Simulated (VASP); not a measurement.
Write the native input for VASP 6.6.1 that does the following.

```yaml
Task: relaxation of cell and atoms
Functional: PBE
Potentials_or_basis: VASP PAW PBE potentials, release 64 (W_sv)
Cutoff: 600 eV
k_mesh: 8 × 8 × 8
Occupations: methfessel-paxton, width 0.2 eV
Spin: no spin polarisation
Further_INCAR_settings: ALGO = Normal; EDIFF = 1e-07; IBRION = 2; EDIFFG = -0.02; NSW = 60; ISIF = 3
```

The structure of W lies in POSCAR:

```
W
1.0
   -1.5900000000      1.5900000000      1.5900000000
    1.5900000000     -1.5900000000      1.5900000000
    1.5900000000      1.5900000000     -1.5900000000
W
1
Direct
    0.0000000000      0.0000000000      0.0000000000
```

The cell was built by a generator and needn't be a form met in nature.

The input as run:

INCAR

```
PREC = Accurate ; ENCUT = 600
EDIFF = 1E-7 ; ISMEAR = 1
SIGMA = 0.2 ; LREAL = F
LASPH = T ; NELM = 100
ALGO = Normal ; ISIF = 3
LWAVE = F ; LCHARG = F
GGA = PE ; IBRION = 2
NSW = 60 ; EDIFFG = -0.02
KPAR = 4
```

KPOINTS

```
Automatic mesh
0
Gamma
  8 8 8
```

Potentials or basis: VASP PAW PBE potentials, release 64 (W_sv).

Run with:

```sh
$ cat potpaw_PBE.64/W_sv/POTCAR > POTCAR
$ mpirun -np 4 vasp_std > vasp.out
```

It gave:

| Item | Value |
| --- | --- |
| Relaxed volume | 16.17 Å³/atom |
| Relaxed cell | a = 2.759 Å, b = 2.759 Å, c = 2.759 Å, α = 109.47°, β = 109.47°, γ = 109.47° |
| Space group after relaxing (to 0.05 Å) | Im-3m (No. 229) |
| Energy gained by relaxing | 0.3 meV/atom |
| Ionic steps | 3 |
| Pressure after relaxing | 0.1 GPa |
| Band gap on the k mesh | none (metal or under the smearing width) |

It took 6.4 s on 4 MPI ranks on Intel(R) Xeon(R) Platinum 8488C (Sapphire Rapids), on a shared host, peak memory 0.13 GiB a rank.
